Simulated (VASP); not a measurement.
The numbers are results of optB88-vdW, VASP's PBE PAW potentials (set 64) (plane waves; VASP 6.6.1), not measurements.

VASP ran on this input.

KPOINTS:
```
Automatic mesh
0
Gamma
8 8 8
0 0 0
```

**INCAR**
```
AGGAC = 0.0
ALGO = Normal
EDIFF = 1E-7
ENCUT = 520
GGA = BO
ISIF = 2
ISMEAR = 0
LASPH = .TRUE.
LCHARG = .FALSE.
LMAXMIX = 4
LREAL = .FALSE.
LUSE_VDW = .TRUE.
LWAVE = .FALSE.
NELM = 100
PARAM1 = 0.1833333333
PARAM2 = 0.22
PREC = Accurate
SIGMA = 0.05
SYSTEM = AgCl
```

### POSCAR
```
AgCl
1.0
  0.0000000000   2.7499674915   2.7499674915
  2.7499674915   0.0000000000   2.7499674915
  2.7499674915   2.7499674915   0.0000000000
Ag Cl
1 1
Cart
  2.7499674915   2.7499674915   0.0000000000
  2.7499674915   2.7499674915   2.7499674915
```

POTCAR, in this order: Ag Cl (PBE.64 set). Program: vasp_std.

Output

File OUTCAR:
```
 ion  position               nearest neighbor table
   1  0.000  0.000  0.000-   2 2.75   2 2.75   2 2.75   2 2.75   2 2.75   2 2.75
   2  0.500  0.500  0.500-   1 2.75   1 2.75   1 2.75   1 2.75   1 2.75   1 2.75
  LATTYP: Found a face centered cubic cell.
 ALAT       =     5.4999349830
 Subroutine PRICEL returns:
 Original cell was already a primitive cell.
 Subroutine GETGRP returns: Found 48 space group operations
The static configuration has the point symmetry O_h .
The dynamic configuration has the point symmetry O_h .
 Subroutine INISYM returns: Found 48 space group operations
 Subroutine IBZKPT returns following result:
 Found     29 irreducible k-points:

 Following reciprocal coordinates:
            Coordinates               Weight
  0.000000  0.000000  0.000000      1.000000
  0.125000  0.000000  0.000000      8.000000
  0.250000  0.000000  0.000000      8.000000
  0.375000  0.000000  0.000000      8.000000
  0.500000  0.000000  0.000000      4.000000
  0.125000  0.125000  0.000000      6.000000
  0.250000  0.125000  0.000000     24.000000
  0.375000  0.125000  0.000000     24.000000
  0.500000  0.125000  0.000000     24.000000
...
```

**OSZICAR**
```
       N       E                     dE             d eps       ncg     rms          rms(c)
DAV:   1     0.109508526501E+03    0.10951E+03   -0.90095E+03   770   0.126E+03
DAV:   2     0.352606177817E+01   -0.10598E+03   -0.10022E+03   909   0.259E+02
DAV:   3    -0.885853777324E+00   -0.44119E+01   -0.43977E+01   864   0.565E+01
DAV:   4    -0.922407223087E+00   -0.36553E-01   -0.36548E-01   884   0.569E+00
DAV:   5    -0.922950435733E+00   -0.54321E-03   -0.54321E-03   879   0.703E-01    0.659E+00
DAV:   6    -0.730582692945E+00    0.19237E+00   -0.35352E-01   794   0.822E+00    0.426E+00
DAV:   7    -0.727768271154E+00    0.28144E-02   -0.11418E-01   759   0.275E+00    0.210E+00
DAV:   8    -0.726912032221E+00    0.85624E-03   -0.56132E-03   804   0.949E-01    0.287E-01
DAV:   9    -0.726925581356E+00   -0.13549E-04   -0.65708E-04   834   0.391E-01    0.338E-02
DAV:  10    -0.726970307787E+00   -0.44726E-04   -0.82749E-05   784   0.100E-01    0.356E-02
DAV:  11    -0.726973783866E+00   -0.34761E-05   -0.36269E-06   789   0.236E-02    0.443E-03
DAV:  12    -0.726973807589E+00   -0.23723E-07   -0.33045E-07   861   0.887E-03
   1 F= -.72697381E+00 E0= -.72697381E+00  d E =-.802710E-14
```

**OUTCAR**
```
------------------------ aborting loop because EDIFF is reached ----------------------------------------
  FORCE on cell =-STRESS in cart. coord.  units (eV):
  Direction    XX          YY          ZZ          XY          YZ          ZX
  --------------------------------------------------------------------------------------
  Total        0.4274375      0.4274375      0.4274375      0.0000000      0.0000000      0.0000000
  in kB       16.4653320     16.4653320     16.4653320      0.0000000      0.0000000      0.0000000
  external PRESSURE =      16.4653320 kB  Pullay stress =       0.0000000 kB
  volume of cell :       41.59
      direct lattice vectors                 reciprocal lattice vectors
     0.000000000  2.749967492  2.749967492    -0.181820331  0.181820331  0.181820331
     2.749967492  0.000000000  2.749967492     0.181820331 -0.181820331  0.181820331
     2.749967492  2.749967492  0.000000000     0.181820331  0.181820331 -0.181820331
  FREE ENERGIE OF THE ION-ELECTRON SYSTEM (eV)
  ---------------------------------------------------
  free  energy   TOTEN  =        -0.7269738076 eV

  energy  without entropy=       -0.7269738076  energy(sigma->0) =       -0.72697381
```
(Selected blocks of OUTCAR.)

File OUTCAR:
```
 val. band max:        3.9434881798   @ k =   0.5000   0.0000   0.0000

 cond. band min:       4.8350233835   @ k =   0.0000   0.0000   0.0000


 Fermi energy:         4.1921322111

 k-point     1 :       0.0000    0.0000    0.0000
  band No.  band energies     occupation
      1     -11.3122      2.00000
      2       1.3778      2.00000
      3       1.3778      2.00000
      4       1.3778      2.00000
      5       1.4312      2.00000
      6       1.4312      2.00000
      7       1.5619      2.00000
      8       1.5619      2.00000
      9       1.5619      2.00000
     10       4.8350      0.00000
     11      14.8709      0.00000
     12      14.8709      0.00000
     13      14.8709      0.00000

 k-point     2 :       0.1250    0.0000    0.0000
  band No.  band energies     occupation
      1     -11.2480      2.00000
      2       0.6851      2.00000
      3       0.7404      2.00000
      4       0.7404      2.00000
      5       1.4362      2.00000
      6       1.4362      2.00000
      7       1.6939      2.00000
      8       2.3235      2.00000
      9       2.3235      2.00000
     10       5.5644      0.00000
     11      13.4760      0.00000
     12      14.5151      0.00000
     13      14.5151      0.00000

 k-point     3 :       0.2500    0.0000    0.0000
  band No.  band energies     occupation
      1     -11.0863      2.00000
      2      -0.3718      2.00000
      3       0.1504      2.00000
      4       0.1504      2.00000
      5       1.5684      2.00000
      6       1.5684      2.00000
      7       1.8446      2.00000
      8       3.1107      2.00000
      9       3.1107      2.00000
     10       6.9031      0.00000
     11      11.7823      0.00000
     12      13.1614      0.00000
     13      13.1614      0.00000

 k-point     4 :       0.3750    0.0000    0.0000
  band No.  band energies     occupation
      1     -10.9135      2.00000
      2      -1.1744      2.00000
      3      -0.2254      2.00000
...
```

The compound is AgCl in the rock salt structure. This cell is one point of a volume scan, at 0.97 of the reference volume.
